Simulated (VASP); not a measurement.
Data:

```xyz
6
Lattice="3.8615 0.0000 0.0000 0.0000 3.8615 0.0000 0.0000 0.0000 5.8823" Properties=species:S:1:pos:R:3 pbc="T T T"
Ce     1.9307     0.0000     1.2441
Ce     0.0000     1.9307     4.6382
O      1.9307     1.9307     0.0000
O      0.0000     0.0000     0.0000
F      1.9307     0.0000     3.6207
F      0.0000     1.9307     2.2617
```

The numbers are results of PBEsol GGA, VASP's PBE PAW potentials (set 64) (plane waves; VASP), not measurements. Numerical set-up: 520 eV cut-off, Gaussian smearing of 0.050 eV, potentials Ce O F.

The run has a spin-polarised start.

**Question.** Give the spin-up energies of bands 17 to 30 at the high-symmetry points, in eV from the Fermi level.

**Answer.** 
```csv
band,Γ,X,M,Z,R,A
17,-6.53,-6.77,-6.45,-6.47,-7.14,-6.42
18,-6.53,-6.77,-6.45,-6.47,-7.14,-6.42
19,-6.36,-5.61,-5.96,-6.40,-5.37,-4.96
20,-5.89,-5.61,-5.96,-6.05,-5.37,-4.96
21,-5.89,-5.54,-4.58,-6.05,-5.35,-4.58
22,-5.59,-5.54,-4.58,-5.59,-5.35,-4.58
23,-4.33,-4.55,-4.39,-4.22,-4.50,-4.45
24,-4.33,-4.55,-4.39,-4.22,-4.50,-4.45
25,0.20,0.60,0.47,0.44,0.57,0.50
26,0.41,0.60,0.47,0.47,0.57,0.50
27,0.42,0.69,0.66,0.55,0.70,0.59
28,0.68,0.69,0.66,0.71,0.70,0.59
29,0.68,0.71,0.69,0.72,0.72,0.69
30,0.78,0.71,0.69,0.73,0.73,0.70
```

**Question.** Give the spin-down energies of bands 17 to 30 at the high-symmetry points, in eV from the Fermi level.

**Answer.** 
```tsv
band	Γ	X	M	Z	R	A
17	-6.54	-6.79	-6.47	-6.49	-7.18	-6.43
18	-6.54	-6.79	-6.47	-6.49	-7.18	-6.43
19	-6.41	-5.64	-6.00	-6.45	-5.40	-4.99
20	-5.95	-5.64	-6.00	-6.10	-5.40	-4.99
21	-5.95	-5.58	-4.60	-6.10	-5.38	-4.60
22	-5.62	-5.58	-4.60	-5.63	-5.38	-4.60
23	-4.34	-4.57	-4.42	-4.23	-4.53	-4.48
24	-4.34	-4.57	-4.42	-4.23	-4.53	-4.48
25	-0.59	-0.07	0.00	-0.42	-0.06	-0.02
26	-0.20	-0.07	0.00	-0.14	-0.06	-0.02
27	-0.11	0.08	0.07	-0.13	0.04	0.03
28	0.01	0.08	0.07	0.00	0.04	0.03
29	0.10	0.19	0.16	0.04	0.18	0.06
30	0.10	0.19	0.16	0.17	0.18	0.06
```

It has no gap at this level: it comes out as a metal or semimetal.

The structure comes from a computed database's CeOF entry (P4/nmm); how it stands against other phases isn't given here. It was relaxed first, which changed the volume by -6 %.
